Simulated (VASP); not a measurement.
Input:

```yaml
crystal:
  lattice:
    - [1.76533, -3.05765, 0.00000]
    - [1.76533, 3.05765, 0.00000]
    - [0.00000, 0.00000, 5.50410]
  atoms:
    - { symbol: Tl, position: [0.33333, 0.66667, 0.25000] }
    - { symbol: Tl, position: [0.66667, 0.33333, 0.75000] }
```

The numbers are results of SCAN meta-GGA, VASP's PBE PAW potentials (set 64) (plane waves; VASP 6.6.1), not measurements. Numerical set-up: 520 eV cut-off, 13×13×8 Γ-centred mesh, tetrahedra with Blöchl corrections, potentials Tl_d.

Give the energies of bands 11 to 16 at the high-symmetry points, in eV from the Fermi level.

```csv
band,Γ,M,K,A,L,H
11,-10.32,-6.30,-5.16,-8.84,-5.24,-4.66
12,-5.31,-5.07,-5.16,-8.84,-5.24,-4.66
13,-2.69,-0.74,-1.28,3.63,-2.22,-0.96
14,7.41,0.65,1.81,3.63,-2.22,-0.96
15,7.41,1.35,1.81,8.41,5.31,0.31
16,9.55,3.58,2.92,8.41,5.31,0.31
```

It has no gap at this level: it comes out as a metal or semimetal.

The compound is Tl in the hcp structure. It was relaxed first.
